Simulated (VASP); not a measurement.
## HfSi (relaxed from the rocksalt structure, space group Fm-3m): computed properties

All values below come from r2SCAN meta-GGA, VASP's PBE PAW potentials (set 64) (plane waves; VASP 6.6.1).

```json
{
 "space_group": "Fm-3m (225)",
 "cell": "a = 5.342 Å, b = 5.342 Å, c = 5.342 Å, α = 90.00°, β = 90.00°, γ = 90.00°",
 "volume_per_atom": "19.06 Å³/atom",
 "band gap (over mesh and band path)": "none (metal, semimetal or under 0.01 eV)",
 "density": "9.00 g/cm³"
}
```

Space group Fm-3m (No. 225); a = 5.3424 Å, b = 5.3424 Å, c = 5.3424 Å, α = 90.00°, β = 90.00°, γ = 90.00°

```
atom  site  symmetry       x       y       z
----  ----  --------  ------  ------  ------
Si      4a      m-3m  0.0000  0.0000  0.0000
Hf      4b      m-3m  0.5000  0.5000  0.5000
```
(The calculation used a cell of 2 atoms; values per cell refer to that cell.)

Unless said otherwise, spin-orbit coupling is left out, though it shifts the bands of the heavy elements here.

The structure was generated: HfSi was put into the rocksalt type (Fm-3m), which need not be its known phase. It was relaxed first, which changed the volume by -19 %. Symmetry was kept, so distortions that lower it aren't found.
